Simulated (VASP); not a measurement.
A convergence study with VASP on SnSe₂ (1T layered): one setting is varied, all else stays as given below, so the limit is that of these other settings.

```
CELL_PARAMETERS angstrom
      1.90500    -3.29956     0.00000
      1.90500     3.29956     0.00000
      0.00000     0.00000     6.14000
ATOMIC_POSITIONS crystal
  Sn 0.00000 0.00000 0.00000
  Se 0.33333 0.66667 0.25000
  Se 0.66667 0.33333 0.75000
```

Computed with PBE GGA, VASP's PBE PAW potentials (set 64) (plane waves; VASP). The tightest run used: 550 eV cut-off, 16×16×8 Γ-centred mesh, Gaussian smearing of 0.050 eV, potentials Sn_d Se.

The reference is 16×16×8 mesh, which took about 8 core-minutes. The timings are rough (shared machines, no repeats); factors under 2 mean little.

### Question
Of the settings 1×1×1 mesh; 2×2×1 mesh; 3×3×2 mesh; 4×4×2 mesh; 5×5×2 mesh; 6×6×3 mesh; 7×7×4 mesh; 8×8×4 mesh; 9×9×4 mesh; 10×10×5 mesh; 11×11×6 mesh; 12×12×6 mesh; 13×13×6 mesh; 14×14×7 mesh; 15×15×8 mesh; 16×16×8 mesh, which is the lowest that keeps the difference from the reference in the stress, largest component (GPa) within 0.1 from there on, and what does it cost?

### Answer
6×6×3 mesh; its cost over the reference is about 1/10.
```tsv
setting	difference in the stress, largest component (GPa)	cost over the reference
1×1×1 mesh	43.44	about 1/30
2×2×1 mesh	6.94	about 1/40
3×3×2 mesh	2.67	about 1/20
4×4×2 mesh	0.85	about 1/20
5×5×2 mesh	0.32	about 1/10
6×6×3 mesh	0.08	about 1/10
7×7×4 mesh	0.03	about 1/7
8×8×4 mesh	0.01	about 1/5
9×9×4 mesh	0.00	about 1/5
10×10×5 mesh	0.00	about 1/4
11×11×6 mesh	0.00	about 1/2
12×12×6 mesh	0.00	within a factor of 2
13×13×6 mesh	0.00	within a factor of 2
14×14×7 mesh	0.00	within a factor of 2
15×15×8 mesh	0.00	within a factor of 2
16×16×8 mesh	0.00	reference
```

Left out are rungs that failed or repeat a setting and relaxations that didn't move; long series are thinned to 24 rows.

The compound is SnSe2 in the 1T layered structure. The cell was not relaxed at this level, forces remain on its atoms.
